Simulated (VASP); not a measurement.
# BeSb (P-6m2) in VASP: a series of runs, part 2 of 2

VASP 6.6.1. Earlier steps stand in the parts before.

## (4) Single point, HSE(alpha, omega)

File POSCAR:

```
BeSb
1.0
    3.8791000000      0.0000000000      0.0000000000
   -1.9395500000      3.3594000000      0.0000000000
    0.0000000000      0.0000000000      3.0375500000
Be Sb
1 1
Direct
    0.0000000000      0.0000000000      0.0000000000
    0.3333300000      0.6666700000      0.5000000000
```

File INCAR.step1:

```
SYSTEM = BeSb
PREC = Accurate ; ENCUT = 520
EDIFF = 1E-5 ; ISMEAR = -1
SIGMA = 0.05 ; LREAL = .FALSE.
LASPH = .TRUE. ; NELM = 100
ALGO = Normal ; ISIF = 2
LWAVE = .TRUE. ; LCHARG = .FALSE.
NBANDS = 10 ; GGA = PE
```

File INCAR.step2:

```
SYSTEM = BeSb
PREC = Accurate ; ENCUT = 520
EDIFF = 1E-6 ; ISMEAR = -1
SIGMA = 0.05 ; LREAL = .FALSE.
LASPH = .TRUE. ; NELM = 100
ALGO = Normal ; ISIF = 2
LWAVE = .FALSE. ; LCHARG = .FALSE.
GGA = PE ; LHFCALC = .TRUE.
HFSCREEN = 0.2 ; AEXX = 0.5
PRECFOCK = Fast ; NBANDS = 10
ISTART = 1
```

File KPOINTS:

```
regular mesh
0
G
  4 4 5
  0 0 0
```

The run is started by

```bash
$ cat potpaw_PBE.64/Be/POTCAR potpaw_PBE.64/Sb/POTCAR > POTCAR
$ cp INCAR.step1 INCAR
$ mpirun -np 1 vasp_std > vasp.out
$ cp INCAR.step2 INCAR
$ mpirun -np 1 vasp_std > vasp.out
```

Run time: 3.3 min. Hardware: 1 thread of Intel Xeon Platinum 8375C at 2.90GHz (Ice Lake), shared host; peak memory 0.26 GiB.

Results (log left out):

| Item | Value |
| --- | --- |
| Free energy | -9.3509 eV |
| Pressure | -5.3 GPa |
| Band gap on the k mesh | none (metal or under the smearing width) |

Stress tensor (GPa, compression positive):
```
-5.89  0.00  0.00
 0.00 -5.89  0.00
 0.00  0.00 -4.09
```

Levels at points of the mesh, in eV from the Fermi level:
| k point | band 1 | band 2 | band 3 | band 4 | band 5 | band 6 | band 7 |
| --- | --- | --- | --- | --- | --- | --- | --- |
| (0.00, 0.00, 0.00) | -15.73 | -2.04 | -2.04 | 2.61 | 2.68 | 3.87 | 3.87 |
| (0.50, 0.00, 0.00) | -13.70 | -9.07 | -4.22 | 1.45 | 5.26 | 7.92 | 9.31 |
| (0.50, 0.50, 0.00) | -13.70 | -9.07 | -4.22 | 1.45 | 5.26 | 7.92 | 9.31 |

Caveat: the k mesh is coarse (spacing up to 0.47 Å⁻¹), so the values aren't converged, least of all with exact exchange; the PAW data sets were made with another functional, which shifts forces and pressure a little.

## (5) Relaxation of cell and atoms, PBE

File INCAR:

```
SYSTEM = BeSb
  PREC = Accurate
  ENCUT = 600
  EDIFF = 1E-7
  ISMEAR = 0
  SIGMA = 0.05
  LREAL = .False.
  LASPH = .True.
  NELM = 100
  ALGO = Normal
  ISIF = 3
  LWAVE = .False.
  LCHARG = .False.
  GGA = PE
  IBRION = 2
  NSW = 60
  EDIFFG = -0.02
```

File KPOINTS:

```
regular mesh
0
Gamma
  8 8 9
  0 0 0
```

POSCAR is that of step 4.

The run is started by

```bash
$ cat potpaw_PBE.64/Be/POTCAR potpaw_PBE.64/Sb/POTCAR > POTCAR
$ mpirun -np 1 vasp_std > vasp.out
```

Wall time 86 s (1 thread of AMD EPYC 9R45 (Zen 5), shared host); peak memory 0.17 GiB.

The run converged. Its results:

* Free energy: -6.8655 eV
* Relaxed volume: 19.82 Å³/atom
* Relaxed cell: a = 3.842 Å, b = 3.842 Å, c = 3.102 Å, α = 90.00°, β = 90.00°, γ = 120.00°
* Space group after relaxing (to 0.05 Å): P-6m2 (No. 187)
* Energy gained by relaxing: 2.7 meV/atom
* Ionic steps: 9
* Pressure after relaxing: 0.0 GPa
* Band gap on the k mesh: none (metal or under the smearing width)

Step by step:
| step | energy change (eV) | largest force (eV/Å) | pressure (GPa) | volume (Å³) |
| --- | --- | --- | --- | --- |
| 1 | 0.0000 | 0.0001 | 0.17 | 39.58 |
| 2 | -0.0011 | 0.0000 | 0.00 | 39.70 |
| 3 | -0.0041 | 0.0000 | -0.40 | 39.98 |
| 4 | 0.0101 | 0.0001 | -1.74 | 40.51 |
| 5 | -0.0044 | 0.0000 | -0.64 | 40.06 |
| 6 | -0.0046 | 0.0000 | -0.52 | 39.89 |
| 7 | -0.0047 | 0.0000 | -0.56 | 39.95 |
| 8 | -0.0053 | 0.0000 | -0.16 | 39.72 |
| 9 | -0.0054 | 0.0000 | -0.02 | 39.64 |

Final structure:
```
Be Sb
1.0
     3.84150    0.00000    0.00000
    -1.92075    3.32684    0.00000
     0.00000    0.00000    3.10173
Be Sb
1 1
Direct
  0.00000 0.00000 0.00000
  0.33333 0.66667 0.50000
```

Levels at points of the mesh, in eV from the Fermi level:
```tsv
k point	band 1	band 2	band 3	band 4	band 5	band 6
(0.00, 0.00, 0.00)	-12.05	-0.31	-0.31	2.09	2.67	3.77
(0.50, 0.00, 0.00)	-10.38	-6.30	-2.22	1.61	4.28	6.56
(0.50, 0.50, 0.00)	-10.38	-6.30	-2.22	1.61	4.28	6.56
```

Spin-orbit coupling is left out, which matters for the levels of Sb.

## (6) Relaxation of cell and atoms, RPBE

File INCAR:

```
SYSTEM = BeSb
PREC = Accurate ; ENCUT = 600
EDIFF = 1E-6 ; ISMEAR = 0
SIGMA = 0.05 ; LREAL = .FALSE.
LASPH = .TRUE. ; NELM = 60
ALGO = Fast ; ISIF = 3
LWAVE = .FALSE. ; LCHARG = .FALSE.
GGA = RP ; IBRION = 2
NSW = 40 ; EDIFFG = -0.01
```

File KPOINTS:

```
regular mesh
0
G
  8 8 9
  0 0 0
```

POSCAR is that of step 5.

Potentials or basis: VASP PAW PBE potentials, release 64 (Be, Sb).

The run is started by

```bash
$ cat potpaw_PBE.64/Be/POTCAR potpaw_PBE.64/Sb/POTCAR > POTCAR
$ mpirun -np 1 vasp_std > vasp.out
```

OUTCAR:

```text
SYSTEM = BeSb
   PREC = Accurate
   ENCUT = 600
   EDIFF = 1E-6
   ISMEAR = 0
   LREAL = .FALSE.
   LASPH = .TRUE.
   NELM = 60
   ISIF = 3
   GGA = RP
   IBRION = 2
   NSW = 40
   EDIFFG = -0.01

 ion  position               nearest neighbor table
   1  0.000  0.000  0.000-   2 2.71   2 2.71   2 2.71   2 2.71   2 2.71   2 2.71
   2  0.333  0.667  0.500-   1 2.71   1 2.71   1 2.71   1 2.71   1 2.71   1 2.71

  LATTYP: Found a hexagonal cell.
 ALAT       =     3.8791000000
 C/A-ratio  =     0.7830553479

  Lattice vectors:

 A1 = (   3.8791000000,   0.0000000000,   0.0000000000)
 A2 = (  -1.9395500000,   3.3594000000,   0.0000000000)
 A3 = (   0.0000000000,   0.0000000000,   3.0375500000)

Analysis of symmetry for initial positions (statically):
=====================================================================
 Subroutine PRICEL returns:
 Original cell was already a primitive cell.

 Routine SETGRP: Setting up the symmetry group for a
 hexagonal supercell.

 Subroutine GETGRP returns: Found  4 space group operations
 (whereof  4 operations were pure point group operations)
 out of a pool of 24 trial point group operations.

The static configuration has the point symmetry C_2v.

Analysis of symmetry for dynamics (positions and initial velocities):
[... 272 lines left out ...]
 number of electron       7.0000000 magnetization

------------------------ aborting loop because EDIFF is reached ----------------------------------------
[... 67 lines left out ...]
--------------------------------------- Ionic step       15  -------------------------------------------

 number of electron       7.0000000 magnetization

 Free energy of the ion-electron system (eV)
  ---------------------------------------------------
  ext. energy  EPLUGINS =         0.00000000
  ---------------------------------------------------
  free energy    TOTEN  =        -6.26559877 eV

  energy without entropy =       -6.26494994  energy(sigma->0) =       -6.26527436

 E-fermi :   6.5678     XC(G=0):  -9.6205

 val. band max:        6.5106081100   @ k =   0.5000   0.3750   0.4444
 cond. band min:       6.6106875319   @ k =   0.1250   0.0000   0.2222
 fundamental gap:      0.1000794219
 Fermi energy:         6.5677693491

 k-point     1 :       0.0000    0.0000    0.0000
  band No.  band energies     occupation
      1      -5.3376      2.00000
      2       6.2404      2.00000
      3       6.2404      2.00000
      4       8.7041      0.00000
      5       9.0881      0.00000
      6      10.3039      0.00000
      7      10.3039      0.00000
[... 221 lines left out ...]
 k-point    24 :      -0.1250    0.1250    0.1111
  band No.  band energies     occupation
      1      -4.9911      2.00000
      2       5.0240      2.00000
      3       6.0201      2.00000
      4       7.2670      0.00000
      5       9.5971      0.00000
      6      11.0096      0.00000
      7      11.1751      0.00000

 [... further k-points ...]

------------------------ aborting loop because EDIFF is reached ----------------------------------------

  FORCE on cell =-STRESS in cart. coord.  units (eV):
  Direction    XX          YY          ZZ          XY          YZ          ZX
  --------------------------------------------------------------------------------------
  -------------------------------------------------------------------------------------
  Total       -0.0022322     -0.0022226     -0.0017384      0.0000083      0.0000000      0.0000000
  in kB       -0.0883461     -0.0879678     -0.0688026      0.0003277      0.0000000      0.0000000
  external PRESSURE =      -0.0817055 kB  Pullay stress =       0.0000000 kB
[... 17 lines left out ...]
  FREE ENERGIE OF THE ION-ELECTRON SYSTEM (eV)
  ---------------------------------------------------
  free  energy   TOTEN  =        -6.2655987749 eV

  energy  without entropy=       -6.2649499391  energy(sigma->0) =       -6.26527436

 reached required accuracy - stopping structural energy minimisation
```

CONTCAR:

```text
BeSb
   1.00000000000000
     3.8720677739144147   -0.0000034889472443    0.0000000000000000
    -1.9360369084749440    3.3533081641187716    0.0000000000000000
     0.0000000000000000    0.0000000000000000    3.1177311002735513
  Be              Sb
     1     1
Direct
     0.9999985320841100    0.0000014679158845    0.0000000000000000
     0.3333314679158867    0.6666685320841190    0.5000000000000000

  0.00000000E+00  0.00000000E+00  0.00000000E+00
  0.00000000E+00  0.00000000E+00  0.00000000E+00
```

It took 1.8 min on 1 thread of AMD EPYC 9R45 (Zen 5), shared host; peak memory 0.18 GiB.

What came out:

* Free energy: -6.2656 eV
* Relaxed volume: 20.24 Å³/atom
* Relaxed cell: a = 3.872 Å, b = 3.872 Å, c = 3.118 Å, α = 90.00°, β = 90.00°, γ = 120.00°
* Space group after relaxing (to 0.05 Å): P-6m2 (No. 187)
* Energy gained by relaxing: 4.6 meV/atom
* Ionic steps: 15
* Pressure after relaxing: 0.0 GPa
* Band gap on the k mesh: none (metal or under the smearing width)

The path:
| step | energy change (eV) | largest force (eV/Å) | pressure (GPa) | volume (Å³) |
| --- | --- | --- | --- | --- |
| 1 | 0.0000 | 0.0001 | 1.50 | 39.58 |
| 2 | -0.0056 | 0.0000 | -0.08 | 40.66 |
| 3 | -0.0056 | 0.0000 | -0.33 | 40.85 |
| 4 | -0.0056 | 0.0000 | -0.24 | 40.77 |
| 5 | -0.0076 | 0.0000 | -0.22 | 40.77 |
| 6 | -0.0037 | 0.0000 | -0.72 | 40.75 |
| 7 | -0.0087 | 0.0000 | -0.37 | 40.76 |
| 8 | -0.0087 | 0.0000 | -0.43 | 40.76 |
| 9 | -0.0090 | 0.0000 | 0.14 | 40.36 |
| 10 | -0.0091 | 0.0000 | -0.02 | 40.48 |
| 11 | -0.0091 | 0.0000 | -0.02 | 40.48 |
| 12 | -0.0090 | 0.0000 | -0.23 | 40.62 |
| 13 | -0.0091 | 0.0000 | -0.05 | 40.49 |
| 14 | -0.0091 | 0.0000 | 0.01 | 40.48 |
| 15 | -0.0091 | 0.0000 | -0.01 | 40.48 |

Final structure:
```yaml
crystal:
  lattice:
    - [3.87207, 0.00000, 0.00000]
    - [-1.93604, 3.35331, 0.00000]
    - [0.00000, 0.00000, 3.11773]
  atoms:
    - { symbol: Be, position: [0.00000, 0.00000, 0.00000] }
    - { symbol: Sb, position: [0.33333, 0.66667, 0.50000] }
```

Levels at points of the mesh, in eV from the Fermi level:
```tsv
k point	band 1	band 2	band 3	band 4	band 5	band 6	band 7
(0.00, 0.00, 0.00)	-11.91	-0.33	-0.33	2.14	2.52	3.74	3.74
(0.50, 0.00, 0.00)	-10.29	-6.20	-2.18	1.59	4.26	6.54	7.82
(0.50, 0.50, 0.00)	-10.29	-6.20	-2.18	1.59	4.26	6.54	7.82
```

Caveat: the PAW data sets were made with another functional, which shifts forces and pressure a little. The run has no spin-orbit coupling, so splittings on Sb are missing.

## (7) For comparison

An earlier run on the cell as given: functional PBE; potentials or basis VASP PAW PBE potentials, release 64 (Be, Sb); cutoff 520 eV; k mesh 8 × 8 × 9; occupations fermi-dirac, width 0.05 eV; no spin polarisation.

- Pressure: 0.3 GPa
- Band gap on the k mesh: none (metal or under the smearing width)

## (8) Overview

```tsv
task	level	cell	k mesh	cutoff (eV)	smearing	share of exact exchange	grid for exact exchange (PRECFOCK)	mesh quality	gap on the mesh (eV)	pressure (GPa)	relaxed volume (Å³/atom)
single point	HSE(alpha, omega)	as given	4 × 4 × 5	520	fermi-dirac 0.05 eV	0.3	Fast	coarse	none	-3.0	-
single point	HSE(alpha, omega)	as given	4 × 4 × 5	520	fermi-dirac 0.05 eV	0.4	Fast	coarse	none	-4.2	-
single point	HSE(alpha, omega)	as given	4 × 4 × 5	520	fermi-dirac 0.05 eV	0.5	Fast	coarse	none	-5.3	-
relaxation of cell and atoms	PBE	relaxed	8 × 8 × 9	600	gaussian 0.05 eV	-	-	not flagged	none	0.0	19.82
relaxation of cell and atoms	RPBE	relaxed	8 × 8 × 9	600	gaussian 0.05 eV	-	-	not flagged	none	0.0	20.24
single point	PBE	as given	8 × 8 × 9	520	fermi-dirac 0.05 eV	-	-	not flagged	none	0.3	-
```

Alike in all rows: potentials or basis VASP PAW PBE potentials, release 64 (Be, Sb); no spin polarisation.

Caveats: some runs use coarse meshes; the PAW data sets were made with another functional, which shifts forces and pressure a little (some runs).

Total energies depend on the potentials used, so only differences within one code and one set of settings carry meaning.
